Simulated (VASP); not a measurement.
Crystal: TaMo2C3.

```xyz
12
Lattice="3.2227 0.0000 0.0000 -1.6113 2.7909 0.0000 0.0000 0.0000 17.4111" Properties=species:S:1:pos:R:3 pbc="T T T"
Ta    0.0000    0.0000    0.0000
Ta    0.0000    0.0000    8.7056
Mo    0.0000    1.8606   11.6074
Mo    0.0000    1.8606   14.5093
Mo    1.6113    0.9303    2.9019
Mo    1.6113    0.9303    5.8037
C     1.6113    0.9303   15.9602
C     0.0000    1.8606    1.4509
C     1.6113    0.9303   13.0583
C     1.6113    0.9303   10.1565
C     0.0000    1.8606    7.2546
C     0.0000    1.8606    4.3528
```

The cell was built by a generator and needn't be a form met in nature.

```yaml
Program: VASP 6.6.1
Task: relaxation of cell and atoms
Functional: PBE
Potentials_or_basis: VASP PAW PBE potentials, release 64 (Ta_pv, Mo_sv, C)
Cutoff: 520 eV
k_mesh: 6 × 6 × 1
Occupations: gaussian, width 0.15 eV
Spin: no spin polarisation
```

At the start: pressure -43.3 GPa; volume 13.05 Å³/atom.

Question: Where does the relaxation end?

Answer: Over 13 steps the energy falls by 402.9 meV/atom and the volume is 10.66 Å³/atom (-18.3 %); space group P6_3/mmc (No. 194, to 0.05 Å).

The path:
```
step  energy change (eV)  largest force (eV/Å)  pressure (GPa)  volume (Å³)
   1              0.0000                0.7703          -43.34       156.60
   2             18.2144                2.3176          258.11        89.39
   3             -4.6195                1.4549           -7.48       131.12
   4             -4.6899                1.5086           -2.48       129.08
   5             -4.7004                1.5408            0.57       127.92
   6             -4.7786                0.7899            1.72       127.23
   7             -4.8258                0.1452            0.89       127.50
   8             -4.8258                0.1544            0.98       127.49
   9             -4.8334                0.0777           -1.29       128.42
  10             -4.8341                0.0869           -0.72       128.21
  11             -4.8340                0.0900           -0.73       128.17
  12             -4.8347                0.0245            0.95       127.68
  13             -4.8354                0.0486            0.34       127.90
```

Final structure:
```yaml
crystal:
  lattice:
    - [3.03218, 0.00000, 0.00000]
    - [-1.51609, 2.62594, 0.00000]
    - [0.00000, 0.00000, 16.06273]
  atoms:
    - { symbol: Ta, position: [0.00000, 0.00000, 0.00000] }
    - { symbol: Ta, position: [0.00000, 0.00000, 0.50000] }
    - { symbol: Mo, position: [0.33333, 0.66667, 0.66339] }
    - { symbol: Mo, position: [0.33333, 0.66667, 0.83661] }
    - { symbol: Mo, position: [0.66667, 0.33333, 0.16339] }
    - { symbol: Mo, position: [0.66667, 0.33333, 0.33661] }
    - { symbol: C, position: [0.66667, 0.33333, 0.91661] }
    - { symbol: C, position: [0.33333, 0.66667, 0.08339] }
    - { symbol: C, position: [0.66667, 0.33333, 0.75000] }
    - { symbol: C, position: [0.66667, 0.33333, 0.58339] }
    - { symbol: C, position: [0.33333, 0.66667, 0.41661] }
    - { symbol: C, position: [0.33333, 0.66667, 0.25000] }
```

Caveat: the k mesh is coarse (spacing up to 0.38 Å⁻¹), so the values aren't converged; the volume moved by over 15 % at a fixed basis, so the end points are rough.
